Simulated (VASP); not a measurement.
OSZICAR of a VASP run on CdSe (zinc blende):

OSZICAR:
```
       N       E                     dE             d eps       ncg     rms          rms(c)
DAV:   1     0.109002520439E+03    0.10900E+03   -0.89473E+03   528   0.124E+03
DAV:   2    -0.135134821949E+01   -0.11035E+03   -0.10636E+03   575   0.292E+02
DAV:   3    -0.604282474544E+01   -0.46915E+01   -0.46784E+01   640   0.622E+01
DAV:   4    -0.606712278651E+01   -0.24298E-01   -0.24296E-01   545   0.444E+00
DAV:   5    -0.606726880141E+01   -0.14601E-03   -0.14601E-03   610   0.315E-01    0.656E+00
DAV:   6    -0.570992513126E+01    0.35734E+00   -0.69865E-01   721   0.118E+01    0.510E+00
DAV:   7    -0.568731982740E+01    0.22605E-01   -0.16471E-01   570   0.316E+00    0.223E+00
DAV:   8    -0.568762674859E+01   -0.30692E-03   -0.16722E-02   530   0.193E+00    0.241E-01
DAV:   9    -0.568776073002E+01   -0.13398E-03   -0.22654E-03   600   0.740E-01    0.561E-02
DAV:  10    -0.568785351977E+01   -0.92790E-04   -0.26610E-04   535   0.238E-01    0.433E-02
DAV:  11    -0.568791993973E+01   -0.66420E-04   -0.12497E-04   530   0.827E-02    0.156E-02
DAV:  12    -0.568791938784E+01    0.55189E-06   -0.60911E-06   625   0.382E-02
   1 F= -.56879194E+01 E0= -.56879194E+01  d E =-.568792E+01
       N       E                     dE             d eps       ncg     rms          rms(c)
DAV:   1    -0.601571832393E+01   -0.32780E+00   -0.68033E+00   570   0.356E+01    0.458E+00
DAV:   2    -0.573398451536E+01    0.28173E+00   -0.67872E-01   545   0.131E+01    0.161E+00
DAV:   3    -0.570112617602E+01    0.32858E-01   -0.80641E-02   555   0.334E+00    0.141E+00
DAV:   4    -0.569699165679E+01    0.41345E-02   -0.60908E-03   535   0.658E-01    0.280E-01
DAV:   5    -0.569676536106E+01    0.22630E-03   -0.11198E-03   595   0.481E-01    0.495E-02
DAV:   6    -0.569676732454E+01   -0.19635E-05   -0.16182E-04   540   0.166E-01    0.271E-02
DAV:   7    -0.569677751135E+01   -0.10187E-04   -0.14788E-05   575   0.282E-02    0.520E-03
DAV:   8    -0.569677752995E+01   -0.18595E-07   -0.10831E-06   400   0.155E-02
   2 F= -.56967775E+01 E0= -.56967775E+01  d E =-.885814E-02
       N       E                     dE             d eps       ncg     rms          rms(c)
DAV:   1    -0.571877893534E+01   -0.22001E-01   -0.43341E-01   575   0.872E+00    0.103E+00
DAV:   2    -0.569995432668E+01    0.18825E-01   -0.48722E-02   560   0.351E+00    0.348E-01
DAV:   3    -0.569801702148E+01    0.19373E-02   -0.53088E-03   540   0.813E-01    0.297E-01
DAV:   4    -0.569782899591E+01    0.18803E-03   -0.37595E-04   535   0.193E-01    0.469E-02
DAV:   5    -0.569782020625E+01    0.87897E-05   -0.66276E-05   600   0.124E-01    0.231E-02
DAV:   6    -0.569782149939E+01   -0.12931E-05   -0.12129E-05   545   0.480E-02    0.688E-03
DAV:   7    -0.569782180537E+01   -0.30598E-06   -0.81839E-07   425   0.636E-03
   3 F= -.56978218E+01 E0= -.56978218E+01  d E =-.990242E-02
```

Question: Which electronic solver shows in the log?

Answer: It is blocked Davidson (ALGO = Normal, or the opening steps of other solvers). The INCAR had ALGO = Normal.

Question: Can the final energy be trusted as converged?

Answer: Self-consistency was reached. It stopped with EDIFF = 1E-6, NELM = 100, NSW = 60 and EDIFFG = -0.01 after 3 ionic steps (AM05 GGA, plane waves, VASP's PBE PAW potentials (set 64)). Energy and stress use the plane-wave basis of the starting cell.

The compound is CdSe in the zinc blende structure, whereas wurtzite is the usual form. This run relaxes it. Symmetry was kept, so distortions that lower it aren't found.
